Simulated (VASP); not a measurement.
# ZnHgO2 (P4/mmm) in VASP: reference runs

Reference runs on ZnHgO2: the cell as given.

Program: VASP 6.6.1. These are calculated values, not measurements. Logs are shortened: lines on timing, memory, paths and dates and some standing lists are left out, and cuts for length are marked.

## 1. The structure

It takes space group P4/mmm (No. 123, tetragonal). Conventional cell: a = 4.009 Å, b = 4.009 Å, c = 3.305 Å, α = 90.00°, β = 90.00°, γ = 90.00°. Around Zn (site symmetry 4/mmm) lie 4 O at 2.00 Å. Hg (site symmetry 4/mmm) has 8 O at 2.60 Å as nearest neighbours. O (site symmetry mmm) has 2 Zn at 2.00 Å as nearest neighbours.

The cell was built by a generator and needn't be a form met in nature.

## 2. Single point, PBE

File INCAR:

```
SYSTEM = ZnHgO2
PREC = Accurate
ENCUT = 520
EDIFF = 1E-7
ISMEAR = -1
SIGMA = 0.05
LREAL = .False.
LASPH = .True.
NELM = 80
ALGO = Normal
ISIF = 2
LWAVE = .False.
LCHARG = .True.
GGA = PE
LELF = .True.
LVHAR = .True.
NBANDS = 26
```

File KPOINTS:

```
Automatic mesh
0
Gamma
  7 7 8
  0 0 0
```

File POSCAR:

```
ZnHgO2
1.0
    4.0092200000      0.0000000000      0.0000000000
    0.0000000000      4.0092200000      0.0000000000
    0.0000000000      0.0000000000      3.3045900000
Zn Hg O
1 1 2
Direct
    0.0000000000      0.0000000000      0.0000000000
    0.5000000000      0.5000000000      0.5000000000
    0.5000000000      0.0000000000      0.0000000000
    0.0000000000      0.5000000000      0.0000000000
```

Potentials or basis: VASP PAW PBE potentials, release 64 (Zn, Hg, O).

The run is started by

```bash
> cat potpaw_PBE.64/Zn/POTCAR potpaw_PBE.64/Hg/POTCAR potpaw_PBE.64/O/POTCAR > POTCAR
> mpirun -np 1 vasp_std > vasp.out
```

OUTCAR:

```text
SYSTEM = ZnHgO2
   PREC = Accurate
   ENCUT = 520
   EDIFF = 1E-7
   ISMEAR = -1
   LREAL = .False.
   LASPH = .True.
   NELM = 80
   ISIF = 2
   GGA = PE

 ion  position               nearest neighbor table
   1  0.000  0.000  0.000-   3 2.00   4 2.00   4 2.00   3 2.00   2 3.28   2 3.28   2 3.28   2 3.28
                             2 3.28   2 3.28   2 3.28   2 3.28
   2  0.500  0.500  0.500-   3 2.60   4 2.60   3 2.60   4 2.60   3 2.60   3 2.60   4 2.60   4 2.60
                             1 3.28   1 3.28   1 3.28   1 3.28   1 3.28   1 3.28   1 3.28   1 3.28
   3  0.500  0.000  0.000-   1 2.00   1 2.00   2 2.60   2 2.60   2 2.60   2 2.60
   4  0.000  0.500  0.000-   1 2.00   1 2.00   2 2.60   2 2.60   2 2.60   2 2.60

  LATTYP: Found a simple tetragonal cell.
 ALAT       =     4.0092200000
 C/A-ratio  =     0.8242476093

  Lattice vectors:

 A1 = (   4.0092200000,   0.0000000000,   0.0000000000)
 A2 = (   0.0000000000,   4.0092200000,   0.0000000000)
 A3 = (   0.0000000000,   0.0000000000,   3.3045900000)

Analysis of symmetry for initial positions (statically):
=====================================================================
 Subroutine PRICEL returns:
 Original cell was already a primitive cell.

 Routine SETGRP: Setting up the symmetry group for a
 simple tetragonal supercell.

 Subroutine GETGRP returns: Found 16 space group operations
 (whereof 16 operations were pure point group operations)
 out of a pool of 16 trial point group operations.

The static configuration has the point symmetry D_4h.

Analysis of symmetry for dynamics (positions and initial velocities):
=====================================================================
 Subroutine PRICEL returns:
 Original cell was already a primitive cell.

 Routine SETGRP: Setting up the symmetry group for a
 simple tetragonal supercell.

 Subroutine GETGRP returns: Found 16 space group operations
 (whereof 16 operations were pure point group operations)
 out of a pool of 16 trial point group operations.

The dynamic configuration has the point symmetry D_4h.

 Subroutine INISYM returns: Found 16 space group operations
 (whereof 16 operations are pure point group operations),
 and found     1 'primitive' translations

----------------------------------------------------------------------------------------

                                     Primitive cell

  volume of cell :      53.1175

  direct lattice vectors                    reciprocal lattice vectors
     4.009220000  0.000000000  0.000000000     0.249425075  0.000000000  0.000000000
     0.000000000  4.009220000  0.000000000     0.000000000  0.249425075  0.000000000
     0.000000000  0.000000000  3.304590000     0.000000000  0.000000000  0.302609401

  length of vectors
     4.009220000  4.009220000  3.304590000     0.249425075  0.249425075  0.302609401

  position of ions in fractional coordinates (direct lattice)
     0.000000000  0.000000000  0.000000000
     0.500000000  0.500000000  0.500000000
     0.500000000  0.000000000  0.000000000
     0.000000000  0.500000000  0.000000000

  ion indices of the primitive-cell ions
   primitive index   ion index
                 1           1
                 2           2
                 3           3
                 4           4

----------------------------------------------------------------------------------------

 KPOINTS: Automatic mesh

Automatic generation of k-mesh.
 Grid dimensions read from file:
 generate k-points for:    7    7    8

 Generating k-lattice:

  Cartesian coordinates                     Fractional coordinates (reciprocal lattice)
     0.035632154  0.000000000  0.000000000     0.142857143  0.000000000  0.000000000
     0.000000000  0.035632154  0.000000000     0.000000000  0.142857143  0.000000000
     0.000000000  0.000000000  0.037826175     0.000000000  0.000000000  0.125000000

  Length of vectors
     0.035632154  0.035632154  0.037826175

  Shift w.r.t. Gamma in fractional coordinates (k-lattice)
     0.000000000  0.000000000  0.000000000

 Subroutine IBZKPT returns following result:
 ===========================================

 Found     50 irreducible k-points:

 Following reciprocal coordinates:
            Coordinates               Weight
  0.000000  0.000000  0.000000      1.000000
  0.142857  0.000000  0.000000      4.000000
  0.285714  0.000000  0.000000      4.000000
  0.428571  0.000000  0.000000      4.000000
  0.142857  0.142857  0.000000      4.000000
  0.285714  0.142857  0.000000      8.000000
[... 16 lines left out ...]
  0.285714  0.000000  0.250000      8.000000
  0.428571  0.000000  0.250000      8.000000
 [... further k-points ...]
   k-points           NKPTS =     50   k-points in BZ     NKDIM =     50   number of bands    NBANDS=     26
   number of dos      NEDOS =    301   number of ions     NIONS =      4
   total plane-waves  NPLWV =  25200
   dimension x,y,z NGX =    30 NGY =   30 NGZ =   28
   dimension x,y,z NGXF=    60 NGYF=   60 NGZF=   56
   ions per type =               1   1   2
   NGX,Y,Z   is equivalent  to a cutoff of  12.44, 12.44, 14.09 a.u.
   NGXF,Y,Z  is equivalent  to a cutoff of  24.88, 24.88, 28.17 a.u.
 SYSTEM =  ZnHgO2
   PREC   = accura    normal or accurate (medium, high low for compatibility)
   ISTART =      0    job   : 0-new  1-cont  2-samecut
   ICHARG =      2    charge: 1-file 2-atom 10-const
   ISPIN  =      1    spin polarized calculation?
   LNONCOLLINEAR =      F non collinear calculations
   LSORBIT =      F    spin-orbit coupling
   LASPH  =      T    aspherical Exc in radial PAW
   ENCUT  =  520.0 eV  38.22 Ry    6.18 a.u.   7.45  7.45  6.14*2*pi/ulx,y,z
   NELM   =     80;   NELMIN=  2; NELMDL= -5     # of ELM steps
   EDIFF  = 0.1E-06   stopping-criterion for ELM
   LREAL  =      F    real-space projection
   EDIFFG = 0.1E-05   stopping-criterion for IOM
   NSW    =      0    number of steps for IOM
   IBRION =     -1    ionic relax: 0-MD 1-quasi-New 2-CG
   NFREE  =      0    steps in history (QN), initial steepest desc. (CG)
   ISIF   =      2    stress and relaxation
   ISYM   =      2    0-nonsym 1-usesym 2-fastsym
   POTIM  = 0.5000    time-step for ionic-motion
   TEBEG  =    0.0;   TEEND  =   0.0 temperature during run
   PSTRESS=    0.0 pullay stress
   NELECT =      36.0000    total number of electrons
   NUPDOWN=      -1.0000    fix difference up-down
   EMIN   =  10.00;   EMAX   =-10.00  energy-range for DOS
   EFERMI =   0.00;   METHOD = LEGACY
   ISMEAR =    -1;   SIGMA  =   0.05  broadening in eV -4-tet -1-fermi 0-gaus
   EFERMI_NEDOS =   21; number of points for ismear=-14 and -15
   IALGO  =     38    algorithm
   IMIX   =      4    mixing-type and parameters
     AMIX     =   0.40;   BMIX     =  1.00
     AMIX_MAG =   1.60;   BMIX_MAG =  1.00
  volume/ion in A,a.u.               =      13.28        89.61
  Fermi-wavevector in a.u.,A,eV,Ry     =   1.438014  2.717453 28.135286  2.067885
  Thomas-Fermi vector in A             =   2.557028
   LORBIT       =      0    0 simple, 1 ext, 2 COOP (PROOUT), +10 PAW based schemes
   GGA     = PE    functional components
   LHFCALC =     F    Hartree Fock is set to
   AEXX    =    0.0000 exact exchange contribution
   IVDW    =     0    specifies the selected vdW correction
   LEPSILON=     F    determine dielectric tensor
   LRPA    =     F    only Hartree local field effects (RPA)
 non-spin polarized calculation
  energy-cutoff  :      520.00
  volume of cell :       53.12
 maximum number of plane-waves:      1460
 NGX is ok and might be reduce to    30
   NGX = 15   NGY = 15   NGZ = 13

 number of electron      36.0000023 magnetization

 Free energy of the ion-electron system (eV)
  ---------------------------------------------------
  ext. energy  EPLUGINS =         0.00000000
  ---------------------------------------------------
  free energy    TOTEN  =       -13.17273927 eV

  energy without entropy =      -13.16645008  energy(sigma->0) =      -13.16959467

 E-fermi :   2.3117     XC(G=0): -11.2487

 val. band max:        2.3012375379   @ k =   0.4286   0.4286   0.1250
 cond. band min:       2.3266378688   @ k =   0.4286   0.4286   0.2500
 fundamental gap:      0.0254003310
 Fermi energy:         2.3116552958

 k-point     1 :       0.0000    0.0000    0.0000
  band No.  band energies     occupation
      1     -15.8980      2.00000
      2     -14.6895      2.00000
      3      -4.2012      2.00000
      4      -3.7748      2.00000
      5      -3.7537      2.00000
      6      -3.6780      2.00000
[... 18 lines left out ...]
     25      15.9889      0.00000
     26      17.0889      0.00000

 k-point     2 :       0.1429    0.0000    0.0000
  band No.  band energies     occupation
      1     -15.8205      2.00000
      2     -14.7221      2.00000
      3      -4.1736      2.00000
      4      -3.8898      2.00000
      5      -3.7916      2.00000
      6      -3.7043      2.00000
[... 18 lines left out ...]
     25      16.0348      0.00000
     26      16.4122      0.00000

 k-point     3 :       0.2857    0.0000    0.0000
  band No.  band energies     occupation
      1     -15.6093      2.00000
      2     -14.8326      2.00000
      3      -4.3707      2.00000
      4      -4.1562      2.00000
      5      -3.8248      2.00000
      6      -3.7875      2.00000
[... 18 lines left out ...]
     25      14.7475      0.00000
     26      15.9080      0.00000

 k-point     4 :       0.4286    0.0000    0.0000
  band No.  band energies     occupation
      1     -15.3260      2.00000
      2     -15.0349      2.00000
      3      -4.7318      2.00000
      4      -4.2824      2.00000
      5      -3.8526      2.00000
      6      -3.8392      2.00000
[... 18 lines left out ...]
     25      13.8083      0.00000
     26      15.1845      0.00000

 k-point     5 :       0.1429    0.1429    0.0000
  band No.  band energies     occupation
      1     -15.7463      2.00000
      2     -14.7474      2.00000
      3      -4.1713      2.00000
      4      -4.0138      2.00000
      5      -3.8563      2.00000
      6      -3.7591      2.00000
[... 18 lines left out ...]
     25      15.4693      0.00000
     26      16.5629      0.00000

 k-point     6 :       0.2857    0.1429    0.0000
  band No.  band energies     occupation
      1     -15.5449      2.00000
      2     -14.8381      2.00000
      3      -4.4878      2.00000
      4      -4.2373      2.00000
      5      -3.9913      2.00000
      6      -3.8762      2.00000
[... 427 lines left out ...]
 k-point    21 :       0.0000    0.0000    0.2500
  band No.  band energies     occupation
      1     -15.7299      2.00000
      2     -14.5949      2.00000
      3      -4.1598      2.00000
      4      -4.0623      2.00000
      5      -4.0623      2.00000
      6      -3.7314      2.00000
[... 18 lines left out ...]
     25      17.1870      0.00000
     26      17.2336      0.00000

 k-point    22 :       0.1429    0.0000    0.2500
  band No.  band energies     occupation
      1     -15.6617      2.00000
      2     -14.6325      2.00000
      3      -4.2138      2.00000
      4      -4.1143      2.00000
      5      -4.1079      2.00000
      6      -3.7574      2.00000
[... 18 lines left out ...]
     25      16.2099      0.00000
     26      16.9865      0.00000

 k-point    23 :       0.2857    0.0000    0.2500
  band No.  band energies     occupation
      1     -15.4768      2.00000
      2     -14.7482      2.00000
      3      -4.4497      2.00000
      4      -4.2008      2.00000
      5      -4.1899      2.00000
      6      -3.8580      2.00000
[... 18 lines left out ...]
     25      14.9925      0.00000
     26      15.5134      0.00000

 k-point    24 :       0.4286    0.0000    0.2500
  band No.  band energies     occupation
      1     -15.2360      2.00000
      2     -14.9331      2.00000
      3      -4.7395      2.00000
      4      -4.2692      2.00000
      5      -4.2443      2.00000
      6      -3.9349      2.00000
[... 18 lines left out ...]
     25      14.0369      0.00000
     26      14.0949      0.00000

 [... further k-points ...]

------------------------ aborting loop because EDIFF is reached ----------------------------------------

  FORCE on cell =-STRESS in cart. coord.  units (eV):
  Direction    XX          YY          ZZ          XY          YZ          ZX
  --------------------------------------------------------------------------------------
  -------------------------------------------------------------------------------------
  Total        0.3136113      0.3136113      0.1638702      0.0000000     -0.0000000      0.0000000
  in kB        9.4594298      9.4594298      4.9428013      0.0000000     -0.0000000      0.0000000
  external PRESSURE =       7.9538870 kB  Pullay stress =       0.0000000 kB

 VOLUME and BASIS-vectors are now :
 -----------------------------------------------------------------------------
  energy-cutoff  :      520.00
  volume of cell :       53.12
      direct lattice vectors                 reciprocal lattice vectors
     4.009220000  0.000000000  0.000000000     0.249425075  0.000000000  0.000000000
     0.000000000  4.009220000  0.000000000     0.000000000  0.249425075  0.000000000
     0.000000000  0.000000000  3.304590000     0.000000000  0.000000000  0.302609401

 POSITION                                       TOTAL-FORCE (eV/Angst)
 -----------------------------------------------------------------------------------
      0.00000      0.00000      0.00000         0.000000      0.000000      0.000000
      2.00461      2.00461      1.65230         0.000000      0.000000      0.000000
      2.00461      0.00000      0.00000         0.000000      0.000000      0.000000
      0.00000      2.00461      0.00000         0.000000      0.000000      0.000000
 -----------------------------------------------------------------------------------
    total drift:                                0.000000     -0.000000      0.000000

  FREE ENERGIE OF THE ION-ELECTRON SYSTEM (eV)
  ---------------------------------------------------
  free  energy   TOTEN  =       -13.1727392706 eV

  energy  without entropy=      -13.1664500758  energy(sigma->0) =      -13.16959467
```

Run time: 53 s. Hardware: 1 thread of Intel Xeon Platinum 8375C at 2.90GHz (Ice Lake), shared host; peak memory 0.21 GiB.

What came out:

| Property | Result |
| --- | --- |
| Free energy | -13.1727 eV |
| Pressure | 0.8 GPa |
| Band gap on the k mesh | none (metal or under the smearing width) |

Stress tensor (GPa, compression positive):
```
0.95 0.00 0.00
0.00 0.95 0.00
0.00 0.00 0.49
```

Levels at points of the mesh, in eV from the Fermi level:
| k point | band 15 | band 16 | band 17 | band 18 | band 19 | band 20 | band 21 | band 22 |
| --- | --- | --- | --- | --- | --- | --- | --- | --- |
| (0.00, 0.00, 0.00) | -2.57 | -2.25 | -1.77 | -1.77 | -1.43 | 2.27 | 8.84 | 8.84 |
| (0.00, 0.00, 0.50) | -3.32 | -1.09 | -0.63 | -0.63 | 3.38 | 3.52 | 5.66 | 5.75 |

Spin-orbit coupling is left out, which matters for the levels of Hg.
